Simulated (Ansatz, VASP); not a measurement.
# HfO2 in two plane-wave programs, part 2 of 3

One calculation is typed for both programs; each brings its own data sets. How far apart do they land? The cell is taken from a series of runs on this material, whose earlier steps may have relaxed, scaled, displaced or heated it; both programs get it as it stands.

VASP 6.6.1 and Ansatz 0.2.0.

So far: Set-up; VASP: zone-centre phonons, LDA, pair 1.

**2. VASP: zone-centre phonons, LDA, pair 1 (continued)**

Level of this step: LDA; plane waves and PAW (O, Hf_pv) (VASP).

Numbers of over 12 decimals in the logs are rounded to 6 here.

From OUTCAR (step 2):

```text
ion  position               nearest neighbor table
   1  0.250  0.250  0.250-   3 2.18   3 2.18   3 2.18   3 2.18
   2  0.750  0.750  0.750-   3 2.18   3 2.18   3 2.18   3 2.18
   3  0.000  0.000  0.000-   2 2.18   2 2.18   1 2.18   2 2.18   1 2.18   1 2.18   2 2.18   1 2.18

  LATTYP: Found a face centered cubic cell.
 ALAT       =     5.0348575190

 Subroutine GETGRP returns: Found 48 space group operations
 (whereof 48 operations were pure point group operations)

The static configuration has the point symmetry O_h .

 Found     29 irreducible k-points:

   k-points           NKPTS =     29   k-points in BZ     NKDIM =     29   number of bands    NBANDS=     17

   dimension x,y,z NGX =    28 NGY =   28 NGZ =   28
   dimension x,y,z NGXF=    56 NGYF=   56 NGZF=   56

   ENCUT  =  600.0 eV  44.10 Ry    6.64 a.u.   7.11  7.11  7.11*2*pi/ulx,y,z

   NELECT =      22.0000    total number of electrons

 k-points in reciprocal lattice and weights: Automatic mesh
   0.00000000  0.00000000  0.00000000       0.002
   0.12500000  0.00000000  0.00000000       0.016
   0.25000000  0.00000000  0.00000000       0.016
   0.37500000  0.00000000  0.00000000       0.016
   0.50000000  0.00000000  0.00000000       0.008
   0.12500000  0.12500000  0.00000000       0.012
   0.25000000  0.12500000  0.00000000       0.047
   0.37500000  0.12500000  0.00000000       0.047
   0.50000000  0.12500000  0.00000000       0.047
[...]
-0.37500000  0.50000000  0.12500000       0.023
  -0.25000000  0.50000000  0.25000000       0.012

 average (electrostatic) potential at core
       1 -70.4924       2 -70.4924       3 -37.4109

  Total       -1.7600512     -1.7600512     -1.7600512     -0.0000000      0.0000000      0.0000000
  in kB      -88.3759969    -88.3759969    -88.3759969     -0.0000000      0.0000000      0.0000000
  external PRESSURE =     -88.3759969 kB  Pullay stress =       0.0000000 kB

  energy-cutoff  :      600.00
  volume of cell :       31.91
      direct lattice vectors                 reciprocal lattice vectors
     0.000000000  2.517428760  2.517428760    -0.198615352  0.198615352  0.198615352
     2.517428760  0.000000000  2.517428760     0.198615352 -0.198615352  0.198615352
     2.517428760  2.517428760  0.000000000     0.198615352  0.198615352 -0.198615352

 POSITION                                       TOTAL-FORCE (eV/Angst)
 -----------------------------------------------------------------------------------
      1.25871      1.25871      1.25871         0.000000      0.000000      0.000000
      3.77614      3.77614      3.77614        -0.000000     -0.000000     -0.000000
      0.00000      0.00000      0.00000        -0.000000     -0.000000      0.000000
 -----------------------------------------------------------------------------------
    total drift:                                0.000000      0.000000      0.000000

 MACROSCOPIC STATIC DIELECTRIC TENSOR (including local field effects in DFT)
 ------------------------------------------------------
           5.351071     0.000000     0.000000
          -0.000000     5.351071     0.000000
           0.000000    -0.000000     5.351071
 ------------------------------------------------------

 PIEZOELECTRIC TENSOR (including local field effects)  for field in x, y, z        (C/m^2)
          XX          YY          ZZ          XY          YZ          ZX
  --------------------------------------------------------------------------------
  x     0.00000     0.00000     0.00000     0.00000     0.00000     0.00000
  y     0.00000     0.00000     0.00000     0.00000     0.00000     0.00000
  z     0.00000     0.00000     0.00000     0.00000     0.00000     0.00000

 BORN EFFECTIVE CHARGES (including local field effects) (in |e|, cummulative output)
 ---------------------------------------------------------------------------------
 ion    1
    1    -2.77094     0.00000     0.00000
    2     0.00000    -2.77094     0.00000
    3     0.00000     0.00000    -2.77094
 ion    2
    1    -2.77094     0.00000     0.00000
    2     0.00000    -2.77094     0.00000
    3     0.00000     0.00000    -2.77094
 ion    3
    1     5.54187     0.00000     0.00000
    2     0.00000     5.54187     0.00000
    3     0.00000     0.00000     5.54187

 Eigenvectors and eigenvalues of the dynamical matrix
 ----------------------------------------------------

   1 f  =   17.268779 THz   108.502940 2PiTHz  576.024472 cm-1    71.417900 meV
             X         Y         Z           dx          dy          dz
      1.258714  1.258714  1.258714     0.482616   -0.470347   -0.214138
      3.776143  3.776143  3.776143    -0.482616    0.470347    0.214138
      0.000000  0.000000  0.000000     0.000000   -0.000000    0.000000

   2 f  =   17.268779 THz   108.502940 2PiTHz  576.024472 cm-1    71.417900 meV
             X         Y         Z           dx          dy          dz
      1.258714  1.258714  1.258714    -0.339941   -0.509606    0.353187
      3.776143  3.776143  3.776143     0.339941    0.509606   -0.353187
      0.000000  0.000000  0.000000    -0.000000    0.000000    0.000000

   3 f  =   17.268779 THz   108.502940 2PiTHz  576.024472 cm-1    71.417900 meV
             X         Y         Z           dx          dy          dz
      1.258714  1.258714  1.258714    -0.389257   -0.138112   -0.573937
      3.776143  3.776143  3.776143     0.389257    0.138112    0.573937
      0.000000  0.000000  0.000000    -0.000000   -0.000000    0.000000

   4 f  =    6.725074 THz    42.254888 2PiTHz  224.324332 cm-1    27.812660 meV
             X         Y         Z           dx          dy          dz
      1.258714  1.258714  1.258714    -0.650869    0.000000    0.000000
      3.776143  3.776143  3.776143    -0.650869    0.000000   -0.000000
      0.000000  0.000000  0.000000     0.390817   -0.000000    0.000000

   5 f  =    6.725074 THz    42.254888 2PiTHz  224.324332 cm-1    27.812660 meV
             X         Y         Z           dx          dy          dz
      1.258714  1.258714  1.258714     0.000000   -0.650869    0.000000
      3.776143  3.776143  3.776143     0.000000   -0.650869    0.000000
      0.000000  0.000000  0.000000    -0.000000    0.390817    0.000000

   6 f  =    6.725074 THz    42.254888 2PiTHz  224.324332 cm-1    27.812660 meV
             X         Y         Z           dx          dy          dz
      1.258714  1.258714  1.258714     0.000000   -0.000000   -0.650869
      3.776143  3.776143  3.776143     0.000000   -0.000000   -0.650869
      0.000000  0.000000  0.000000    -0.000000   -0.000000    0.390817

   7 f/i=    0.006659 THz     0.041843 2PiTHz    0.222136 cm-1     0.027541 meV
             X         Y         Z           dx          dy          dz
      1.258714  1.258714  1.258714     0.000000   -0.174437   -0.214338
      3.776143  3.776143  3.776143     0.000000   -0.174437   -0.214338
      0.000000  0.000000  0.000000    -0.000000   -0.581017   -0.713920

   8 f/i=    0.006659 THz     0.041843 2PiTHz    0.222136 cm-1     0.027541 meV
             X         Y         Z           dx          dy          dz
      1.258714  1.258714  1.258714     0.000000   -0.214338    0.174437
      3.776143  3.776143  3.776143     0.000000   -0.214338    0.174437
      0.000000  0.000000  0.000000    -0.000000   -0.713920    0.581017

   9 f/i=    0.006659 THz     0.041843 2PiTHz    0.222136 cm-1     0.027541 meV
             X         Y         Z           dx          dy          dz
      1.258714  1.258714  1.258714     0.276349    0.000000   -0.000000
      3.776143  3.776143  3.776143     0.276349    0.000000    0.000000
      0.000000  0.000000  0.000000     0.920468   -0.000000    0.000000

 MACROSCOPIC STATIC DIELECTRIC TENSOR IONIC CONTRIBUTION
 ------------------------------------------------------
          34.587610    -0.000000     0.000000
           0.000000    34.587610    -0.000000
           0.000000    -0.000000    34.587610
 ------------------------------------------------------

 ELASTIC MODULI CONTR FROM IONIC RELAXATION (kBar)
 Direction    XX          YY          ZZ          XY          YZ          ZX
 --------------------------------------------------------------------------------
 XX          -0.0000     -0.0000     -0.0000     -0.0000     -0.0000     -0.0000
 YY          -0.0000     -0.0000     -0.0000     -0.0000     -0.0000     -0.0000
 ZZ          -0.0000     -0.0000     -0.0000     -0.0000     -0.0000     -0.0000
 XY          -0.0000     -0.0000     -0.0000   -252.1681     -0.0000     -0.0000
 YZ          -0.0000     -0.0000     -0.0000     -0.0000   -252.1681     -0.0000
 ZX          -0.0000     -0.0000     -0.0000     -0.0000     -0.0000   -252.1681
 --------------------------------------------------------------------------------

 PIEZOELECTRIC TENSOR IONIC CONTR  for field in x, y, z        (C/m^2)
          XX          YY          ZZ          XY          YZ          ZX
  --------------------------------------------------------------------------------
  x    -0.00000    -0.00000     0.00000     0.00000    -0.00000    -0.00000
  y     0.00000     0.00000    -0.00000    -0.00000     0.00000     0.00000
  z     0.00000    -0.00000     0.00000     0.00000     0.00000    -0.00000
```

**3. Ansatz: zone-centre phonons, LDA, pair 1**

Ansatz runs on its PAW soft_1 files.

The same cell, functional (in two slightly different forms) and mesh now go to Ansatz, which takes its cutoff from its data sets.

Contents of input.yaml:

```yaml
crystal:
  lattice:
    - [0.0, 2.5174287595, 2.5174287595]
    - [2.5174287595, 0.0, 2.5174287595]
    - [2.5174287595, 2.5174287595, 0.0]
  atoms:
    - { symbol: O, position: [0.25, 0.25, 0.25] }
    - { symbol: O, position: [0.75, 0.75, 0.75] }
    - { symbol: Hf, position: [0.0, 0.0, 0.0] }
kpoints:
  mp_grid: { grid: [8, 8, 8] }
hamiltonian:
  xc: lda
  pseudopotentials: { kind: paw, azcp: { folder: soft_1 }, xc_functional: pbe }
scf:
  occupations: { method: fixed }
output:
  eigenvalues: true
phonons:
  method: dfpt
  dielectric: true
  rigid_motions: translations
```

Started as:

```bash
> ansatz run input.yaml --threads 4 --pin off --max-ram 10240MiB --backend cpu --events-out ev --progress --plain --runs-dir out
```

The program printed:

```text
Engine: ansatz 0.2.0, aarch64-unknown-linux-gnu
Pseudopotentials: kind: paw
Pseudopotential: O, paw, valence charge 6, recommended cutoff 420 eV (normal), soft_1/O.paw.azcp
Pseudopotential: Hf, paw, valence charge 26, recommended cutoff 420 eV (normal), soft_1/Hf.paw.azcp
Functional definition: SPW92
  exchange = slater_x
  correlation = pw_c
Crystal: 3 atoms, lattice volume = 31.908 Å³
Basis set: ecut = 420 eV, 609 PW (Γ), exchange–correlation on 48×48×48 points (8 copies of the dense FFT grid, shifted against one another)
Bands: 23, of which v1, the nominal top of the filled ones, is band 19 counted from 1 (18 counted from 0)
Symmetry: 48 space group operations
k-points: 95 of 512 (irreducible under 4 space group operations, time reversal used)
Non-local potential: O, projectors of the file, l = 0: 2, l = 1: 2, l = 2: 1
Non-local potential: Hf, projectors of the file, l = 0: 3, l = 1: 2, l = 2: 2, l = 3: 3
PAW form: soft (Blöchl's): semilocal exchange-correlation on the pseudo side does not see the compensation charge
PAW frozen core: O, regenerated for the run's functional, and the local potential with it (the file was generated under x = pbe(κ = 0.804, μ = 0.219515), c = pbe(β = 0.066725))
PAW frozen core: Hf, regenerated for the run's functional, and the local potential with it (the file was generated under x = pbe(κ = 0.804, μ = 0.219515), c = pbe(β = 0.066725))
PAW one-centre angular grid: O, 110 points (default); XC on 64 Gauss nodes
PAW one-centre angular grid: Hf, 590 points (default); XC on 64 Gauss nodes
Initial density: superposition of atomic densities (chi_scale 0.1, normalization cell, long waves kept (reshape's long-wave potential 0.00 eV rms))
Initial wavefunctions: pseudopotential atomic-orbital guess
Functional: x = slater, c = lda
SCF iter   1: F=—  HF=-16594.294988 eV  |F-HF|=—  |Δ(HF+E_count)|=         —  Δρ=9.04e-2  dr2=1.97e0  ethr=3.10e-3  ⟨swp⟩=4.1  Hψ=7200  notcnv=0  defer=185
preconditioner: auto → none  [insulator: Δε(μ)=3.018 eV  Ē_g=19.310 eV  n_scr=14 (ndim 8)  ℏωp=39.4 eV  f_vac=0.000  ε∞_Penn≈5.2]
SCF iter   2: F=—  HF=-16593.724366 eV  |F-HF|=—  |Δ(HF+E_count)|=   5.71e-1  Δρ=3.78e-2  dr2=4.00e-1  ethr=3.10e-3  ⟨swp⟩=2.3  Hψ=5154  notcnv=0  defer=160
SCF iter   3: F=—  HF=-16593.627980 eV  |F-HF|=—  |Δ(HF+E_count)|=   9.64e-2  Δρ=2.58e-2  dr2=1.14e-1  ethr=1.05e-3  ⟨swp⟩=2.0  Hψ=3795  notcnv=0  defer=190
SCF iter   4: F=—  HF=-16593.607623 eV  |F-HF|=—  |Δ(HF+E_count)|=   2.04e-2  Δρ=6.98e-3  dr2=6.16e-3  ethr=3.01e-4  ⟨swp⟩=2.4  Hψ=3696  notcnv=0  defer=190
SCF iter   5: F=—  HF=-16593.609355 eV  |F-HF|=—  |Δ(HF+E_count)|=   1.73e-3  Δρ=2.88e-3  dr2=9.15e-4  ethr=1.62e-5  ⟨swp⟩=2.0  Hψ=4254  notcnv=0  defer=190
SCF iter   6: F=—  HF=-16593.609571 eV  |F-HF|=—  |Δ(HF+E_count)|=   2.16e-4  Δρ=3.35e-4  dr2=1.14e-5  ethr=2.41e-6  ⟨swp⟩=2.0  Hψ=3600  notcnv=0  defer=189
SCF iter   7: F=—  HF=-16593.609574 eV  |F-HF|=—  |Δ(HF+E_count)|=   3.10e-6  Δρ=1.98e-5  dr2=4.85e-8  ethr=3.01e-8  ⟨swp⟩=2.6  Hψ=3540  notcnv=0  defer=1
SCF iter   8: F=—  HF=-16593.609573 eV  |F-HF|=—  |Δ(HF+E_count)|=   1.20e-6  Δρ=2.92e-6  dr2=1.74e-9  ethr=1.28e-10  ⟨swp⟩=2.6  Hψ=4311  notcnv=0
SCF iter   9: F=-16593.609573 eV  HF=-16593.609573 eV  |F-HF|=4.37e-11  |Δ(HF+E_count)|=  3.27e-10  Δρ=4.39e-7  dr2=6.02e-11  ethr=1.00e-12  ⟨swp⟩=8.6  Hψ=15225  notcnv=0
SCF 1 converged in 9 iterations: F = -16593.609573 eV  dr2 = 6.02e-11
  greatest PAW one-centre occupation: 0.999 electrons in one spin orbital (limit 2), on the Hf atom at site 2 (counted from 0), in its partial waves of l = 3
DFPT response loops at Γ: preconditioner auto → none (the input reference at scf.mixing.eps_inf says where Resta's filter doesn't serve); β = 0.50; Broyden in place of MSR1
SCF converged after 9 iterations
Free energy (F): -16593.609573 eV
Harris-Foulkes:  -16593.609573 eV  (|F-HF|=4.37e-11)
Internal energy: -16593.609573 eV  (E = F + TS)
E sigma→0 (E₀):  -16593.609573 eV
Fermi energy:    14.829912 eV
--- Per-component energies (eV) ---
  E_band       = 8.929777
  E_kinetic    = 741.914389
  E_local      = -6930.271879  (includes V_loc(G=0)·N_el)
  E_nonlocal   = 186.939540
  E_hartree    = 3302.940014
  E_xc         = -405.310409
  E_vxc        = -436.269635  (∫ρ·V_xc dr)
  E_paw        = -7760.558342  (= ΣΔE_a)
  E_vpaw       = -159.264958  (= ΣTr[D̂ρ^β])
  E_aug_tail   = 0.001737  (compensation charges beyond the density's cutoff)
  E_ewald      = -5731.915552
  E_core_change = 2.650931  (= ΣΔE_core)
  E_smearing   = -0.000000  (= −TS)
  E_closure    = 0.000000  (closes the sum)
  Σ components = -16593.609573   (vs F -16593.609573, Δ=0.00e0)
--- Band table (eV; the first three rows and the last of 95) ---
  k-point 0: bands = [... 15 lower, 9.2387, 14.1949, 14.1949, 14.1949, 18.5586, 18.5586, 20.6029, 25.4467]
  k-point 1: bands = [... 15 lower, 9.7023, 13.7271, 13.8874, 13.8874, 18.8712, 18.8712, 21.2075, 24.6982]
  k-point 2: bands = [... 15 lower, 10.7494, 12.7935, 13.3443, 13.3443, 19.3299, 19.3299, 21.8230, 24.1317]
  k-point 94: bands = [... 15 lower, 12.1638, 12.1638, 13.3243, 14.6144, 19.5456, 19.8892, 22.0214, 22.0214]
--- Phonons (Γ-DFPT): 2 representative perturbations + reference, on 95 of 512 k-points (Σ response iterations 9) ---
  k mesh reduced under 4 symmetry operations, with k and −k counted as one. Each operation leaves every solved perturbation unchanged. A smaller set is not considered because the run solves the response to a homogeneous field
  ASR residual: 1.201e-4 → 0.000e0 eV/Å²; symmetrization residual: 4.356e-7 eV/Å²
  ASR residual per site (eV/Å²): 1.20e-4 1.20e-4 6.39e-5
  Γ frequencies (cm⁻¹): 0.00 0.00 0.00 227.71 227.71 227.71 578.80 578.80 578.80
  ε∞ (high-frequency dielectric tensor):
        5.402206    -0.000000    -0.000000
        0.000000     5.402206     0.000000
       -0.000000    -0.000000     5.402206
  ε⁰ (static dielectric tensor: ions relaxed, cell fixed):
       39.532606     0.000000    -0.000000
        0.000000    39.532606     0.000000
       -0.000000     0.000000    39.532606
  ε⁰ − ε∞ (ionic part):
       34.130401     0.000000    -0.000000
        0.000000    34.130401     0.000000
       -0.000000     0.000000    34.130401
  softest optical mode at Γ: 227.71 cm⁻¹; the repairs (sum rule, projections) moved no ω² at Γ by more than (1.45 cm⁻¹)²
  Born effective charges Z* (e; rows j = field, columns β = displacement):
    site 0:
        -2.79011    0.00000   -0.00000
         0.00000   -2.79011   -0.00000
         0.00000    0.00000   -2.79011
    site 1:
        -2.79011    0.00000   -0.00000
         0.00000   -2.79011   -0.00000
         0.00000    0.00000   -2.79011
    site 2:
         5.58023   -0.00000    0.00000
         0.00000    5.58023    0.00000
         0.00000   -0.00000    5.58023
  Z* charge neutrality: 2.469e-5 e pre-enforcement
  k-mesh period / interband length: 28.5 Å / 1.36 Å = 20.92 at k = (0.0000, 0.0000, 0.0000), direct gap 4.364 eV — 14 or more, which is no proof of convergence
  optical modes at Γ without the LO–TO term, one row a degenerate level:
      ω (cm⁻¹)  modes    IR ((D/Å)²/amu)
        227.71      3            79.4290
        578.80      3             0.0000
  optical modes at Γ + LO–TO along q̂ = [1.0000, 0.0000, 0.0000]:
      ω (cm⁻¹)  modes    IR ((D/Å)²/amu)
        227.71      2            52.9527
        578.80      3             0.0000
        616.00      1            26.4763
  optical modes at Γ + LO–TO along q̂ = [0.0000, 1.0000, 0.0000]:
      ω (cm⁻¹)  modes    IR ((D/Å)²/amu)
        227.71      2            52.9527
        578.80      3             0.0000
        616.00      1            26.4763
  optical modes at Γ + LO–TO along q̂ = [0.0000, 0.0000, 1.0000]:
      ω (cm⁻¹)  modes    IR ((D/Å)²/amu)
        227.71      2            52.9527
        578.80      3             0.0000
        616.00      1            26.4763
```

**4. Differences**

Known differences besides the potentials themselves: the two LDA forms differ slightly; fixed occupations in Ansatz, narrow Gaussian smearing in VASP; the data sets hold 38 valence electrons in Ansatz (on its PAW soft_1 files) and 22 in VASP; the cutoff is 420 eV in Ansatz and 600 eV in VASP; VASP's log shows a relativistic correction to its local exchange, Ansatz's none. Total energies have different zeros and are not compared.

Compared:

```
                                     quantity  Ansatz   VASP  difference
                                        ε∞ xx    5.40   5.35     +0.96 %
                                        ε∞ yy    5.40   5.35     +0.96 %
                                        ε∞ zz    5.40   5.35     +0.96 %
 Born charge of O1 (mean of the diagonal) (e)   -2.79  -2.77       -0.02
Born charge of Hf3 (mean of the diagonal) (e)    5.58   5.54       +0.04
                   optical mode 1 to 3 (cm⁻¹)   227.7  224.3     +1.51 %
                   optical mode 4 to 6 (cm⁻¹)   578.8  576.0     +0.48 %
```

Modes are paired by rising frequency, not by their patterns, so a pair may set unlike modes beside each other; they are those without the splitting of longitudinal modes.

(Continued in part 3 of 3.)

[Lines on the potential files, build, host, timing and source positions are cut from VASP's logs without a mark.]

[Logs are printed without paths, hosts, clocks, repeated set-up lines and the standing remarks that a program may print on its own settings, such as how far it seeks lower states.]

[Hosts, paths, dates, database ids (printed as entryN), source tags and the programs' standing remarks are cut or masked in the printed files.]
